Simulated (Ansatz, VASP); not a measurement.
**AlGa3P4 in VASP and in Ansatz**

INCAR

```
PREC     = Accurate       # precision mode
ENCUT    = 520            # plane-wave cutoff, eV
EDIFF    = 1E-6           # SCF threshold, eV
ISMEAR   = 0              # smearing method
SIGMA    = 0.1            # smearing width, eV
LREAL    = False          # projectors in reciprocal space
LASPH    = True           # aspherical terms in the spheres
NELM     = 100            # most SCF steps
ALGO     = Normal         # electronic algorithm
ISIF     = 2              # what is computed and relaxed
LWAVE    = False          # write WAVECAR
LCHARG   = False          # write CHGCAR
GGA      = PE             # functional
NBANDS   = 41             # bands
```

File KPOINTS:

```
regular mesh
0
Gamma
  4 4 4
```

File POSCAR:

```
AlGa3P4
1.0
   -2.6648890200      2.6648890200      5.3297780300
    2.6648890200     -2.6648890200      5.3297780300
    2.6648890200      2.6648890200     -5.3297780300
Al Ga P
1 3 4
Direct
    0.5000000000      0.5000000000      0.0000000000
    0.0000000000      0.0000000000      0.0000000000
    0.2500000000      0.7500000000      0.5000000000
    0.7500000000      0.2500000000      0.5000000000
    0.1250000000      0.1250000000      0.5000000000
    0.3750000000      0.8750000000      0.0000000000
    0.6250000000      0.6250000000      0.5000000000
    0.8750000000      0.3750000000      0.0000000000
```

Input for Ansatz:

```yaml
crystal:
  lattice:
    - [-2.66488902, 2.66488902, 5.32977803]
    - [2.66488902, -2.66488902, 5.32977803]
    - [2.66488902, 2.66488902, -5.32977803]
  atoms:
    - { symbol: Al, position: [0.5, 0.5, 0.0] }
    - { symbol: Ga, position: [0.0, 0.0, 0.0] }
    - { symbol: Ga, position: [0.25, 0.75, 0.5] }
    - { symbol: Ga, position: [0.75, 0.25, 0.5] }
    - { symbol: P, position: [0.125, 0.125, 0.5] }
    - { symbol: P, position: [0.375, 0.875, 0.0] }
    - { symbol: P, position: [0.625, 0.625, 0.5] }
    - { symbol: P, position: [0.875, 0.375, 0.0] }
basis:
  ecutwfc: 420
kpoints:
  mp_grid: { grid: [4, 4, 4] }
hamiltonian:
  xc: pbe
scf:
  occupations: { method: gaussian, width: 0.1 }
  lower_state_search: "off"
output:
  forces: true
  stress: true
  eigenvalues: true
```

Alike in both runs: task single point; functional PBE; k mesh 4 × 4 × 4; occupations gaussian, width 0.1 eV; no spin polarisation.

|  | VASP | Ansatz |
| --- | --- | --- |
| version | VASP 6.6.1 | Ansatz 0.2.0 |
| potentials or method | VASP PAW PBE potentials, release 64 (Al, Ga_d, P) | scalar-relativistic, plane waves, PAW |
| plane-wave cutoff (eV) | 520 | 420 |
| valence electrons in the cell | 62 | 62 |

```csv
,VASP,Ansatz,Ansatz less VASP
gap on the k mesh at the Fermi level (eV),1.49,1.49,0.000
least direct gap on the mesh (eV),1.51,1.51,+0.001
pressure (GPa),9.5,9.5,+0.09
rms of the force components (eV/Å),0.013,0.013,-0.0008
```

Atom by atom the forces differ by 0.001 eV/Å (rms over components). The functional is the same, so the differences come from potentials, cutoffs and numerics.

A k mesh can miss the band edges. Expect the measured gap to be larger: semilocal functionals such as PBE lack the derivative discontinuity.
